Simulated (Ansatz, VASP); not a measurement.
# WC (Qusongite) in two plane-wave programs, part 2 of 2

Wanted: the spread between two codes on one cell, functional and k mesh. The cell is taken from a series of VASP runs on this material, whose earlier steps may have relaxed, scaled or displaced it; both programs get it as it stands.

VASP 6.6.1 and Ansatz 0.2.0.

So far: The starting structure; Ansatz: zone-centre phonons, PBEsol.

**3. VASP: zone-centre phonons, PBEsol**

Level of this step: PBEsol; plane waves and PAW (W, C) (VASP).

The same cell, functional, mesh and smearing now go to VASP, with its own data sets and cutoff.

Lines of VASP's logs that name or quote its potential files are left out, and so is its time.

INCAR

```
SYSTEM = WC
PREC = Accurate
ENCUT = 520
EDIFF = 1E-08
NELM = 100
ISMEAR = 1
SIGMA = 0.2
LREAL = .FALSE.
ALGO = Normal
GGA = PS
NBANDS = 11
LORBIT = 11
LWAVE = .FALSE.
LCHARG = .FALSE.
KPAR = 2
IBRION = 8
ISIF = 2
```

POSCAR

```
WC
1.0
    2.8972605947      0.0000000000      0.0000000000
   -1.4486302974      2.5091012764      0.0000000000
    0.0000000000      0.0000000000      2.8278598765
W C
1 1
Direct
    0.0000000000      0.0000000000      0.0000000000
    0.6666666667      0.3333333333      0.5000000000
```

KPOINTS

```
Automatic mesh
0
Gamma
15 15 14
0 0 0
```

Potentials, in the order of the species: W and C (PBE family, release 64).

Command:

```
mpirun -np 2 vasp_std
```

Numbers of over 12 decimals in the logs are rounded to 6 here.

The log of the run:

```text
[banner, memory and clock lines left out]
running    2 mpi-ranks, on    1 nodes
 distrk:  each k-point on    1 cores,    2 groups
 distr:  one band on    1 cores,    1 groups

 POSCAR found type information on POSCAR W C
 POSCAR found :  2 types and       2 ions
|                                                                             |
|               ----> ADVICE to this user running VASP <----                  |
|                                                                             |
|     You enforced a specific xc type in the INCAR file but a different       |
|     [... a line on the potential file left out ...]
|     I HOPE YOU KNOW WHAT YOU ARE DOING!                                     |
|                                                                             |

 LDA part: xc-table for (Slater+PW92), standard interpolation
 POSCAR, INCAR and KPOINTS ok, starting setup
 FFT: planning ... GRIDC
 FFT: planning ... GRID_SOFT
 FFT: planning ... GRID
 WAVECAR not read
 entering main loop
       N       E                     dE             d eps       ncg     rms          rms(c)
DAV:   1     0.227206848705E+02    0.22721E+02   -0.50080E+03  4760   0.822E+02
DAV:   2    -0.250512884712E+02   -0.47772E+02   -0.45589E+02  5590   0.202E+02
DAV:   3    -0.269432552568E+02   -0.18920E+01   -0.18723E+01  5940   0.335E+01
DAV:   4    -0.269562676031E+02   -0.13012E-01   -0.13008E-01  5184   0.307E+00
DAV:   5    -0.269563205042E+02   -0.52901E-04   -0.52900E-04  5744   0.195E-01    0.351E+01
DAV:   6    -0.241067524040E+02    0.28496E+01   -0.12574E+01  5671   0.217E+01    0.118E+01
DAV:   7    -0.240285971135E+02    0.78155E-01   -0.61034E-01  4878   0.621E+00    0.849E+00
DAV:   8    -0.239873312778E+02    0.41266E-01   -0.10380E-01  5213   0.238E+00    0.205E+00
DAV:   9    -0.239819065670E+02    0.54247E-02   -0.13956E-02  5148   0.758E-01    0.133E-01
DAV:  10    -0.239818370237E+02    0.69543E-04   -0.80929E-04  5475   0.249E-01    0.182E-01
DAV:  11    -0.239818247376E+02    0.12286E-04   -0.75799E-05  5643   0.606E-02    0.666E-03
DAV:  12    -0.239818222665E+02    0.24712E-05   -0.40734E-06  5277   0.134E-02    0.129E-02
DAV:  13    -0.239818223099E+02   -0.43449E-07   -0.37606E-07  5806   0.572E-03    0.771E-04
DAV:  14    -0.239818222964E+02    0.13540E-07   -0.83607E-09  3051   0.804E-04    0.140E-03
DAV:  15    -0.239818223113E+02   -0.14895E-07   -0.30131E-09  2520   0.457E-04    0.281E-04
DAV:  16    -0.239818223110E+02    0.29286E-09   -0.21208E-10  2448   0.129E-04
   1 F= -.23981822E+02 E0= -.23982013E+02  d E =0.571460E-03
 Linear response reoptimize wavefunctions to high precision
DAV:   1    -0.239818223121E+02   -0.11551E-08   -0.23113E-11  2670   0.364E-05
DAV:   2    -0.239818223121E+02    0.90949E-11   -0.16188E-12  2427   0.135E-05
 Linear response DOF=           4
 Linear response progress:
  Degree of freedom:   1/  4
       N       E                     dE             d eps       ncg     rms          rms(c)
RMM:   1    -0.109516288312E+00   -0.10952E+00   -0.87635E-02 39665   0.192E+00
RMM:   2    -0.106597064996E+00    0.29192E-02   -0.21334E-03 30403   0.348E-01    0.210E-01
RMM:   3    -0.105622048882E+00    0.97502E-03   -0.40447E-04 31696   0.113E-01    0.123E-01
RMM:   4    -0.105185975468E+00    0.43607E-03   -0.58847E-04 31807   0.142E-01    0.191E-02
RMM:   5    -0.105205917948E+00   -0.19942E-04    0.15055E-05 32955   0.164E-02    0.372E-03
RMM:   6    -0.105210745306E+00   -0.48274E-05   -0.67801E-07 32813   0.221E-03    0.135E-03
RMM:   7    -0.105211260641E+00   -0.51534E-06    0.24669E-07 32675   0.944E-04    0.118E-04
RMM:   8    -0.105210414554E+00    0.84609E-06    0.29679E-07 33715   0.181E-04    0.208E-05
RMM:   9    -0.105210422486E+00   -0.79324E-08    0.80406E-08 34392   0.335E-05    0.556E-06
 first order change of Fermi-energy  -0.85740E-04
 force on displaced ion       1 direction 1 : -16.683   0.002   0.000
 Linear response progress:
  Degree of freedom:   2/  4
       N       E                     dE             d eps       ncg     rms          rms(c)
RMM:   1    -0.114651527847E+00   -0.11465E+00   -0.94486E-02 15066   0.197E+00
RMM:   2    -0.110887495610E+00    0.37640E-02   -0.22947E-03 11037   0.400E-01    0.174E-01
RMM:   3    -0.110246271036E+00    0.64122E-03   -0.22407E-04 11553   0.103E-01    0.966E-02
RMM:   4    -0.110152773463E+00    0.93498E-04   -0.37193E-04 11408   0.128E-01    0.142E-02
RMM:   5    -0.110174194726E+00   -0.21421E-04   -0.26410E-06 12010   0.136E-02    0.463E-03
RMM:   6    -0.110188905337E+00   -0.14711E-04    0.20605E-08 11992   0.201E-03    0.121E-03
RMM:   7    -0.110190620894E+00   -0.17156E-05    0.11095E-09 11742   0.734E-04    0.244E-04
RMM:   8    -0.110190438532E+00    0.18236E-06   -0.39865E-09 12252   0.156E-04    0.790E-05
RMM:   9    -0.110189947773E+00    0.49076E-06   -0.17350E-09 12358   0.536E-05    0.540E-06
RMM:  10    -0.110189922044E+00    0.25729E-07   -0.45235E-10 12555   0.126E-05    0.200E-06
RMM:  11    -0.110189921177E+00    0.86682E-09   -0.27612E-10 10114   0.488E-06    0.266E-07
 first order change of Fermi-energy  -0.50789E-03
 force on displaced ion       1 direction 3 :  -0.000  -0.000 -15.051
 Linear response progress:
  Degree of freedom:   3/  4
       N       E                     dE             d eps       ncg     rms          rms(c)
RMM:   1    -0.117664128317E+00   -0.11766E+00    0.45857E-02 46508   0.205E+00
RMM:   2    -0.115595126928E+00    0.20690E-02   -0.22721E-03 30928   0.433E-01    0.209E-01
RMM:   3    -0.115872425628E+00   -0.27730E-03   -0.42932E-04 29199   0.138E-01    0.111E-01
RMM:   4    -0.116616430623E+00   -0.74400E-03   -0.32225E-04 29515   0.113E-01    0.253E-02
RMM:   5    -0.116570086418E+00    0.46344E-04   -0.32649E-06 32228   0.187E-02    0.160E-03
RMM:   6    -0.116586809104E+00   -0.16723E-04   -0.57147E-07 32148   0.259E-03    0.458E-04
RMM:   7    -0.116583589724E+00    0.32194E-05    0.31125E-08 32817   0.430E-04    0.834E-05
RMM:   8    -0.116583912605E+00   -0.32288E-06    0.16546E-07 32871   0.815E-05    0.299E-05
RMM:   9    -0.116583807482E+00    0.10512E-06   -0.69936E-10 34239   0.210E-05    0.322E-06
RMM:  10    -0.116583797019E+00    0.10463E-07   -0.33469E-09 31021   0.636E-06    0.121E-06
RMM:  11    -0.116583793418E+00    0.36007E-08   -0.71371E-09 24346   0.497E-06    0.275E-07
 first order change of Fermi-energy   0.10506E-04
 force on displaced ion       2 direction 1 : -16.683   0.002   0.000
 Linear response progress:
  Degree of freedom:   4/  4
       N       E                     dE             d eps       ncg     rms          rms(c)
RMM:   1    -0.121403009076E+00   -0.12140E+00    0.60988E-02 16870   0.214E+00
RMM:   2    -0.120262177624E+00    0.11408E-02   -0.23494E-03 11326   0.457E-01    0.187E-01
RMM:   3    -0.120403281925E+00   -0.14110E-03   -0.76592E-04 10683   0.180E-01    0.909E-02
RMM:   4    -0.121288121701E+00   -0.88484E-03   -0.55662E-04 11000   0.139E-01    0.218E-02
RMM:   5    -0.121266585632E+00    0.21536E-04   -0.11195E-05 11622   0.233E-02    0.334E-03
RMM:   6    -0.121304241584E+00   -0.37656E-04   -0.10712E-06 11221   0.610E-03    0.490E-04
RMM:   7    -0.121304303015E+00   -0.61431E-07   -0.56678E-08 11944   0.103E-03    0.178E-04
RMM:   8    -0.121303330745E+00    0.97227E-06   -0.12108E-08 11900   0.120E-04    0.523E-05
RMM:   9    -0.121303164020E+00    0.16672E-06   -0.42043E-10 12074   0.518E-05    0.166E-05
RMM:  10    -0.121303093092E+00    0.70928E-07   -0.78349E-10 12281   0.231E-05    0.111E-06
RMM:  11    -0.121303090707E+00    0.23850E-08   -0.17519E-09 11042   0.679E-06    0.479E-07
 first order change of Fermi-energy   0.27772E-03
 force on displaced ion       2 direction 3 :  -0.000  -0.000 -15.046
 Linear response finished
```

From OUTCAR (step 3):

```text
ion  position               nearest neighbor table
   1  0.000  0.000  0.000-   2 2.19   2 2.19   2 2.19   2 2.19   2 2.19   2 2.19
   2  0.667  0.333  0.500-   1 2.19   1 2.19   1 2.19   1 2.19   1 2.19   1 2.19

  LATTYP: Found a hexagonal cell.
 ALAT       =     2.8972605947
 C/A-ratio  =     0.9760460905

 Subroutine GETGRP returns: Found 12 space group operations
 (whereof 12 operations were pure point group operations)

The static configuration has the point symmetry D_3h.

 Found    216 irreducible k-points:

   k-points           NKPTS =    216   k-points in BZ     NKDIM =    216   number of bands    NBANDS=     11

   dimension x,y,z NGX =    24 NGY =   24 NGZ =   24
   dimension x,y,z NGXF=    48 NGYF=   48 NGZF=   48

   ENCUT  =  520.0 eV  38.22 Ry    6.18 a.u.   5.39  5.39  5.26*2*pi/ulx,y,z

   NELECT =      10.0000    total number of electrons

 k-points in reciprocal lattice and weights: Automatic mesh
   0.00000000  0.00000000  0.00000000       0.000
   0.06666667 -0.00000000  0.00000000       0.002
   0.13333333  0.00000000  0.00000000       0.002
   0.20000000  0.00000000  0.00000000       0.002
   0.26666667  0.00000000  0.00000000       0.002
   0.33333333  0.00000000  0.00000000       0.002
   0.40000000  0.00000000  0.00000000       0.002
   0.46666667  0.00000000  0.00000000       0.002
   0.06666667  0.06666667  0.00000000       0.002
[...]
0.33333333  0.26666667  0.50000000       0.004
   0.33333333  0.33333333  0.50000000       0.001

 average (electrostatic) potential at core
       1 -36.9259       2 -46.1885

  Total       -0.0214604     -0.0214604     -0.0013165      0.0000000     -0.0000000      0.0000000
  in kB       -1.6725720     -1.6725720     -0.1026026      0.0000000     -0.0000000      0.0000000
  external PRESSURE =      -1.1492488 kB  Pullay stress =       0.0000000 kB

  energy-cutoff  :      520.00
  volume of cell :       20.56
      direct lattice vectors                 reciprocal lattice vectors
     2.897260595  0.000000000  0.000000000     0.345153626  0.199274539  0.000000000
    -1.448630297  2.509101276  0.000000000     0.000000000  0.398549078  0.000000000
     0.000000000  0.000000000  2.827859876     0.000000000  0.000000000  0.353624311

 POSITION                                       TOTAL-FORCE (eV/Angst)
 -----------------------------------------------------------------------------------
      0.00000      0.00000      0.00000        -0.000000      0.000000      0.000000
      1.44863      0.83637      1.41393         0.000000      0.000000      0.000000
 -----------------------------------------------------------------------------------
    total drift:                               -0.000000      0.000000      0.000000

 Eigenvectors and eigenvalues of the dynamical matrix
 ----------------------------------------------------

   1 f  =   19.016960 THz   119.487084 2PiTHz  634.337506 cm-1    78.647792 meV
             X         Y         Z           dx          dy          dz
      0.000000  0.000000  0.000000    -0.163996    0.185550   -0.000000
      1.448630  0.836367  1.413930     0.641618   -0.725949    0.000000

   2 f  =   19.016960 THz   119.487084 2PiTHz  634.337506 cm-1    78.647792 meV
             X         Y         Z           dx          dy          dz
      0.000000  0.000000  0.000000     0.185550    0.163996    0.000000
      1.448630  0.836367  1.413930    -0.725949   -0.641618    0.000000

   3 f  =   18.060219 THz   113.475703 2PiTHz  602.424063 cm-1    74.691031 meV
             X         Y         Z           dx          dy          dz
      0.000000  0.000000  0.000000     0.000000    0.000000   -0.247669
      1.448630  0.836367  1.413930    -0.000000    0.000000    0.968845

   4 f/i=    0.000024 THz     0.000150 2PiTHz    0.000799 cm-1     0.000099 meV
             X         Y         Z           dx          dy          dz
      0.000000  0.000000  0.000000     0.965913    0.075426   -0.000000
      1.448630  0.836367  1.413930     0.246884    0.019279    0.000000

   5 f/i=    0.000024 THz     0.000150 2PiTHz    0.000799 cm-1     0.000099 meV
             X         Y         Z           dx          dy          dz
      0.000000  0.000000  0.000000    -0.075426    0.965913    0.000000
      1.448630  0.836367  1.413930    -0.019279    0.246884    0.000000

   6 f/i=    0.000596 THz     0.003745 2PiTHz    0.019882 cm-1     0.002465 meV
             X         Y         Z           dx          dy          dz
      0.000000  0.000000  0.000000    -0.000000    0.000000    0.968845
      1.448630  0.836367  1.413930     0.000000    0.000000    0.247669

 ELASTIC MODULI CONTR FROM IONIC RELAXATION (kBar)
 Direction    XX          YY          ZZ          XY          YZ          ZX
 --------------------------------------------------------------------------------
 XX        -117.2200    117.2200      0.0000      0.0000      0.0000      0.0000
 YY         117.2200   -117.2200      0.0000      0.0000      0.0000     -0.0000
 ZZ           0.0000      0.0000      0.0000      0.0000      0.0000      0.0000
 XY           0.0000      0.0000      0.0000   -117.2200      0.0000      0.0000
 YZ           0.0000      0.0000      0.0000      0.0000      0.0000      0.0000
 ZX           0.0000     -0.0000      0.0000      0.0000      0.0000     -0.0000
 --------------------------------------------------------------------------------
```

Energies printed during the response cycles are not total energies of the cell. The data set W keeps the semicore shell frozen, which is cheaper and a little less accurate.

**4. Comparison**

Known differences besides the potentials themselves: the data sets hold 18 valence electrons in Ansatz (default PAW (the set named soft_2) files) and 10 in VASP; the cutoff is 420 eV in Ansatz and 520 eV in VASP; Ansatz makes its cores anew for this functional, VASP keeps those of its PBE data sets; VASP leaves aspherical gradient terms in its spheres out (LASPH is not set), Ansatz keeps them. Total energies have different zeros and are not compared.

The two programs side by side:

| quantity | Ansatz | VASP | difference |
| --- | --- | --- | --- |
| optical mode 1 (cm⁻¹) | 592.2 | 602.4 | -1.70 % |
| optical mode 2 to 3 (cm⁻¹) | 626.3 | 634.3 | -1.27 % |

Modes are paired by rising frequency and degeneracy, not by their patterns, so a pair may still set unlike modes beside each other.

**5. Outcome**

* r.m.s. difference of the optical zone-centre modes, each program's sorted by frequency (zone-centre phonons, PBEsol): 8.8 cm⁻¹
* difference in optical mode 1 (zone-centre phonons, PBEsol): -1.7 %

What this shows: The r.m.s. difference of the optical zone-centre modes, each program's sorted by frequency is 8.8 cm⁻¹ (zone-centre phonons, PBEsol). Among the rows given in per cent, the largest difference of the zone-centre phonons, PBEsol pair is in optical mode 1, -1.7 %. How closely two codes agree says nothing of how well the functional describes the real material.

[Lines on the potential files, build, host, timing and source positions are cut from VASP's logs without a mark.]

[Logs are printed without paths, hosts, clocks, repeated set-up lines and the standing remarks that a program may print on its own settings, such as how far it seeks lower states.]

[Hosts, paths, dates, database ids (printed as entryN), source tags and the programs' standing remarks are cut or masked in the printed files.]
